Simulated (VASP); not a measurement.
# Nb2SiO2 (Immm) in VASP: relaxation of cell and atoms with PBE

Aim: the relaxation of cell and atoms of Nb2SiO2 with PBE.

Everything below comes from runs of VASP 6.6.1. Logs are shortened: lines on timing, memory, paths and dates and some standing lists are left out, and cuts for length are marked.

## 1. Starting point

The structure is orthorhombic, space group Immm (No. 71). Conventional cell: a = 3.842 Å, b = 5.028 Å, c = 7.360 Å, α = 90.00°, β = 90.00°, γ = 90.00°. Around Nb (site symmetry mm2) lie 1 O at 2.10 Å. Si (site symmetry mmm) has 4 Nb at 2.49 Å and 2 O at 2.51 Å as nearest neighbours. O (site symmetry mmm) is surrounded by 2 O at 1.92 Å. O (site symmetry mmm) has 2 O at 1.92 Å and 2 Nb at 2.10 Å as nearest neighbours.

The cell was built by a generator and needn't be a form met in nature.

## 2. Relaxation of cell and atoms, PBE

The input, INCAR:

```
ALGO = Fast
EDIFF = 1E-4
EDIFFG = -0.08
ENCUT = 520
GGA = PE
IBRION = 2
ISIF = 3
ISMEAR = 0
LASPH = T
LCHARG = F
LREAL = F
LWAVE = F
NELM = 60
NSW = 24
PREC = Normal
SIGMA = 0.15
```

The input, KPOINTS:

```
k-points
0
Gamma
  5 5 5
```

The input, POSCAR:

```
Nb2SiO2
1.0
   -1.9208215900      2.5138823700      3.6797950900
    1.9208215900     -2.5138823700      3.6797950900
    1.9208215900      2.5138823700     -3.6797950900
Nb Si O
2 1 2
Direct
    0.7854262200      0.7854262200      0.0000000000
    0.2145737800      0.2145737800      0.0000000000
    0.0000000000      0.5000000000      0.5000000000
    0.5000000000      0.0000000000      0.5000000000
    0.5000000000      0.5000000000      0.0000000000
```

Potentials or basis: VASP PAW PBE potentials, release 64 (Nb_sv, Si, O).

Started as:

```sh
$ cat potpaw_PBE.64/Nb_sv/POTCAR potpaw_PBE.64/Si/POTCAR potpaw_PBE.64/O/POTCAR > POTCAR
$ mpirun -np 1 vasp_std > vasp.out
```

OUTCAR:

```text
EDIFF = 1E-4
   EDIFFG = -0.08
   ENCUT = 520
   GGA = PE
   IBRION = 2
   ISIF = 3
   ISMEAR = 0
   LASPH = T
   LREAL = F
   NELM = 60
   NSW = 24
   PREC = Normal

 ion  position               nearest neighbor table
   1  0.785  0.785  0.000-   5 2.10   3 2.49   3 2.49
   2  0.215  0.215  0.000-   5 2.10   3 2.49   3 2.49
   3  0.000  0.500  0.500-   2 2.49   1 2.49   2 2.49   1 2.49   5 2.51   5 2.51
   4  0.500  0.000  0.500-   5 1.92   5 1.92
   5  0.500  0.500  0.000-   4 1.92   4 1.92   1 2.10   2 2.10   3 2.51   3 2.51

  LATTYP: Found a body centered orthorhombic cell.
 ALAT       =     3.8416431800
 B/A-ratio  =     1.3087537037
 C/A-ratio  =     1.9157401755

  Lattice vectors:

 A1 = (  -1.9208215900,   2.5138823700,   3.6797950900)
 A2 = (   1.9208215900,  -2.5138823700,   3.6797950900)
 A3 = (   1.9208215900,   2.5138823700,  -3.6797950900)

Analysis of symmetry for initial positions (statically):
=====================================================================
 Subroutine PRICEL returns:
 Original cell was already a primitive cell.

 Routine SETGRP: Setting up the symmetry group for a
 body centered orthorhombic supercell.

 Subroutine GETGRP returns: Found  8 space group operations
 (whereof  8 operations were pure point group operations)
 out of a pool of  8 trial point group operations.

The static configuration has the point symmetry D_2h.

Analysis of symmetry for dynamics (positions and initial velocities):
=====================================================================
 Subroutine PRICEL returns:
 Original cell was already a primitive cell.

 Routine SETGRP: Setting up the symmetry group for a
 body centered orthorhombic supercell.

 Subroutine GETGRP returns: Found  8 space group operations
 (whereof  8 operations were pure point group operations)
 out of a pool of  8 trial point group operations.

The dynamic configuration has the point symmetry D_2h.

 Subroutine INISYM returns: Found  8 space group operations
 (whereof  8 operations are pure point group operations),
 and found     1 'primitive' translations

----------------------------------------------------------------------------------------

                                     Primitive cell

  volume of cell :      71.0748

  direct lattice vectors                    reciprocal lattice vectors
    -1.920821590  2.513882370  3.679795090     0.000000000  0.198895543  0.135877131
     1.920821590 -2.513882370  3.679795090     0.260305279  0.000000000  0.135877131
     1.920821590  2.513882370 -3.679795090     0.260305279  0.198895543  0.000000000

  length of vectors
     4.852839587  4.852839587  4.852839587     0.240877629  0.293634864  0.327594682

  position of ions in fractional coordinates (direct lattice)
     0.785426220  0.785426220  0.000000000
     0.214573780  0.214573780  0.000000000
     0.000000000  0.500000000  0.500000000
     0.500000000  0.000000000  0.500000000
     0.500000000  0.500000000  0.000000000

  ion indices of the primitive-cell ions
   primitive index   ion index
                 1           1
                 2           2
                 3           3
                 4           4
                 5           5

----------------------------------------------------------------------------------------

 KPOINTS: k-points

Automatic generation of k-mesh.
 Grid dimensions read from file:
 generate k-points for:    5    5    5

 Generating k-lattice:

  Cartesian coordinates                     Fractional coordinates (reciprocal lattice)
     0.000000000  0.039779109  0.027175426     0.200000000  0.000000000  0.000000000
     0.052061056  0.000000000  0.027175426    -0.000000000  0.200000000  0.000000000
     0.052061056  0.039779109  0.000000000    -0.000000000  0.000000000  0.200000000

  Length of vectors
     0.048175526  0.058726973  0.065518936

  Shift w.r.t. Gamma in fractional coordinates (k-lattice)
     0.000000000  0.000000000  0.000000000

 Subroutine IBZKPT returns following result:
 ===========================================

 Found     27 irreducible k-points:

 Following reciprocal coordinates:
            Coordinates               Weight
  0.000000  0.000000  0.000000      1.000000
  0.200000  0.000000 -0.000000      4.000000
  0.400000  0.000000 -0.000000      4.000000
  0.000000  0.200000  0.000000      4.000000
  0.200000  0.200000 -0.000000      8.000000
  0.400000  0.200000 -0.000000      8.000000
[... 16 lines left out ...]
 -0.400000 -0.200000  0.200000      4.000000
 -0.200000 -0.200000  0.200000      2.000000
 [... further k-points ...]
   k-points           NKPTS =     27   k-points in BZ     NKDIM =     27   number of bands    NBANDS=     25
   number of dos      NEDOS =    301   number of ions     NIONS =      5
   total plane-waves  NPLWV =  21952
   dimension x,y,z NGX =    28 NGY =   28 NGZ =   28
   dimension x,y,z NGXF=    56 NGYF=   56 NGZF=   56
   ions per type =               2   1   2
   NGX,Y,Z   is equivalent  to a cutoff of   9.59,  9.59,  9.59 a.u.
   NGXF,Y,Z  is equivalent  to a cutoff of  19.18, 19.18, 19.18 a.u.
 SYSTEM =  unknown system
   PREC   = normal    normal or accurate (medium, high low for compatibility)
   ISTART =      0    job   : 0-new  1-cont  2-samecut
   ICHARG =      2    charge: 1-file 2-atom 10-const
   ISPIN  =      1    spin polarized calculation?
   LNONCOLLINEAR =      F non collinear calculations
   LSORBIT =      F    spin-orbit coupling
   LASPH  =      T    aspherical Exc in radial PAW
   ENCUT  =  520.0 eV  38.22 Ry    6.18 a.u.   9.02  9.02  9.02*2*pi/ulx,y,z
   NELM   =     60;   NELMIN=  2; NELMDL= -5     # of ELM steps
   EDIFF  = 0.1E-03   stopping-criterion for ELM
   LREAL  =      F    real-space projection
   EDIFFG = -.8E-01   stopping-criterion for IOM
   NSW    =     24    number of steps for IOM
   IBRION =      2    ionic relax: 0-MD 1-quasi-New 2-CG
   NFREE  =      1    steps in history (QN), initial steepest desc. (CG)
   ISIF   =      3    stress and relaxation
   ISYM   =      2    0-nonsym 1-usesym 2-fastsym
   POTIM  = 0.5000    time-step for ionic-motion
   TEBEG  =    0.0;   TEEND  =   0.0 temperature during run
   PSTRESS=    0.0 pullay stress
   NELECT =      42.0000    total number of electrons
   NUPDOWN=      -1.0000    fix difference up-down
   EMIN   =  10.00;   EMAX   =-10.00  energy-range for DOS
   EFERMI =   0.00;   METHOD = LEGACY
   ISMEAR =     0;   SIGMA  =   0.15  broadening in eV -4-tet -1-fermi 0-gaus
   EFERMI_NEDOS =   21; number of points for ismear=-14 and -15
   IALGO  =     68    algorithm
   IMIX   =      4    mixing-type and parameters
     AMIX     =   0.40;   BMIX     =  1.00
     AMIX_MAG =   1.60;   BMIX_MAG =  1.00
  volume/ion in A,a.u.               =      14.21        95.93
  Fermi-wavevector in a.u.,A,eV,Ry     =   1.373787  2.596081 25.678148  1.887291
  Thomas-Fermi vector in A             =   2.499272
   LORBIT       =      0    0 simple, 1 ext, 2 COOP (PROOUT), +10 PAW based schemes
   GGA     = PE    functional components
   LHFCALC =     F    Hartree Fock is set to
   AEXX    =    0.0000 exact exchange contribution
   IVDW    =     0    specifies the selected vdW correction
   LEPSILON=     F    determine dielectric tensor
   LRPA    =     F    only Hartree local field effects (RPA)
 conjugate gradient relaxation of ions
 non-spin polarized calculation
 RMM-DIIS sequential band-by-band and
 Gauss-broadening in eV      SIGMA  =   0.15
  energy-cutoff  :      520.00
  volume of cell :       71.07
 maximum number of plane-waves:      1935
   NGX = 19   NGY = 19   NGZ = 19

--------------------------------------- Ionic step        1  -------------------------------------------

 number of electron      41.9999979 magnetization

 Free energy of the ion-electron system (eV)
  ---------------------------------------------------
  ext. energy  EPLUGINS =         0.00000000
  ---------------------------------------------------
  free energy    TOTEN  =       -35.77866224 eV

  energy without entropy =      -35.73118333  energy(sigma->0) =      -35.75492278

------------------------ aborting loop because EDIFF is reached ----------------------------------------

  FORCE on cell =-STRESS in cart. coord.  units (eV):
  Direction    XX          YY          ZZ          XY          YZ          ZX
  --------------------------------------------------------------------------------------
  -------------------------------------------------------------------------------------
  Total        7.8005210     -6.9219329     -4.2485530      0.0000000      0.0000000      0.0000000
  in kB      175.8403686   -156.0351208    -95.7714395      0.0000000      0.0000000      0.0000000
  external PRESSURE =     -25.3220639 kB  Pullay stress =       0.0000000 kB
[... 98 lines left out ...]
  FREE ENERGIE OF THE ION-ELECTRON SYSTEM (eV)
  ---------------------------------------------------
  free  energy   TOTEN  =       -36.9823156431 eV

  energy  without entropy=      -36.9546863913  energy(sigma->0) =      -36.96850102

 E-fermi :   9.9993     XC(G=0): -11.8304

 val. band max:        9.9913705440   @ k =   0.0000   0.0000   0.0000
 cond. band min:      10.0092888449   @ k =   0.2000   0.4000  -0.0000
 fundamental gap:      0.0179183010
 Fermi energy:         9.9992513155

 k-point     1 :       0.0000    0.0000    0.0000
  band No.  band energies     occupation
      1     -45.9766      2.00000
      2     -45.9121      2.00000
      3     -22.5053      2.00000
      4     -22.1937      2.00000
      5     -21.9468      2.00000
      6     -21.8939      2.00000
[... 661 lines left out ...]
     24      11.7688      0.00000
     25      11.8351      0.00000

 [... further k-points ...]

[... ionic steps 4 to 18 ...]

--------------------------------------- Ionic step       19  -------------------------------------------

 number of electron      41.9999987 magnetization

------------------------ aborting loop because EDIFF is reached ----------------------------------------
[... 73 lines left out ...]
--------------------------------------- Ionic step       21  -------------------------------------------

 number of electron      41.9999988 magnetization

 Free energy of the ion-electron system (eV)
  ---------------------------------------------------
  ext. energy  EPLUGINS =         0.00000000
  ---------------------------------------------------
  free energy    TOTEN  =       -40.52272054 eV

  energy without entropy =      -40.48288227  energy(sigma->0) =      -40.50280140

 E-fermi :  11.0061     XC(G=0): -12.2931

 val. band max:       10.9764872110   @ k =   0.2000  -0.2000   0.2000
 cond. band min:      11.0193632383   @ k =   0.0000   0.0000   0.0000
 fundamental gap:      0.0428760272
 Fermi energy:        11.0060899653

 k-point     1 :       0.0000    0.0000    0.0000
  band No.  band energies     occupation
      1     -44.6941      2.00000
      2     -44.5209      2.00000
      3     -21.3769      2.00000
      4     -20.6984      2.00000
      5     -20.5951      2.00000
      6     -20.5869      2.00000
[... 661 lines left out ...]
     24      12.5278      0.00000
     25      13.9032      0.00000

 [... further k-points ...]

------------------------ aborting loop because EDIFF is reached ----------------------------------------

  FORCE on cell =-STRESS in cart. coord.  units (eV):
  Direction    XX          YY          ZZ          XY          YZ          ZX
  --------------------------------------------------------------------------------------
  -------------------------------------------------------------------------------------
  Total       -0.0179697      0.1025248      0.1741935      0.0000000      0.0000000      0.0000000
  in kB       -0.4661747      2.6597244      4.5189718      0.0000000      0.0000000      0.0000000
  external PRESSURE =       2.2375072 kB  Pullay stress =       0.0000000 kB
[... 20 lines left out ...]
  FREE ENERGIE OF THE ION-ELECTRON SYSTEM (eV)
  ---------------------------------------------------
  free  energy   TOTEN  =       -40.5227205381 eV

  energy  without entropy=      -40.4828822700  energy(sigma->0) =      -40.50280140

 reached required accuracy - stopping structural energy minimisation
```

Wall time 7.2 min (1 thread of Intel Xeon 6975P-C (Granite Rapids), shared host); peak memory 0.2 GiB.

Results:

```yaml
Free_energy: -40.5227 eV
Relaxed_volume: 12.35 Å³/atom
Relaxed_cell: a = 4.721 Å, b = 4.721 Å, c = 4.721 Å, α = 115.53°, β = 137.90°, γ = 80.04°
Space_group_after_relaxing_to_0.05_Å: Immm (No. 71)
Energy_gained_by_relaxing: 948.8 meV/atom
Ionic_steps: 21
Pressure_after_relaxing: 0.2 GPa
Largest_force_after_relaxing: 0.078 eV/Å
Band_gap_on_the_k_mesh: none (metal or under the smearing width)
```

Forces on the atoms (eV/Å):
```
Nb   0.000  0.000  0.078
Nb   0.000  0.000 -0.078
Si   0.000  0.000  0.000
O    0.000  0.000  0.000
O    0.000  0.000  0.000
```

Step by step:
```
step  energy change (eV)  largest force (eV/Å)  pressure (GPa)  volume (Å³)
   1              0.0000                3.2009           -2.53        71.07
   2             -1.1973                1.0503            3.26        68.40
   3             -1.2037                2.0572            5.53        68.01
   4             -1.2111                1.5303            4.46        68.19
   5             -1.7247                1.1639           -8.70        71.00
   6             -1.9641                1.9786          -20.58        73.93
   7             -2.1720                2.3781          -21.08        73.49
   8             -2.7427                3.0731          -21.66        71.84
   9             -2.5634                3.6152           -7.38        67.14
  10             -2.9521                3.4301          -20.34        70.85
  11             -3.0553                3.5673          -17.86        69.74
  12             -3.4993                3.3900          -12.74        67.23
  13             -3.9069                2.4288            1.44        62.77
  14             -4.2924                1.6343            0.19        62.47
  15             -4.6314                0.7849           -0.20        61.94
  16             -4.4859                0.4850            3.85        60.66
  17             -4.7098                0.4093            0.25        61.53
  18             -4.7104                0.3565            0.47        61.48
  19             -4.7259                0.2906            0.43        61.56
  20             -4.7433                0.0245            0.27        61.80
  21             -4.7441                0.0781            0.22        61.76
```

Final structure:
```xyz
5
Lattice="-2.5182 1.6959 3.6154 2.5182 -1.6959 3.6154 2.5182 1.6959 -3.6154" Properties=species:S:1:pos:R:3 pbc="T T T"
Nb    0.0000    0.0000    5.8931
Nb    0.0000    0.0000    1.3376
Si    2.5182    0.0000    0.0000
O     0.0000    1.6959    0.0000
O     0.0000    0.0000    3.6154
```

Caveat: the k mesh is coarse (spacing up to 0.41 Å⁻¹), so the values aren't converged; the relaxation stopped at a loose force limit of 0.08 eV/Å, so its end isn't a converged minimum.
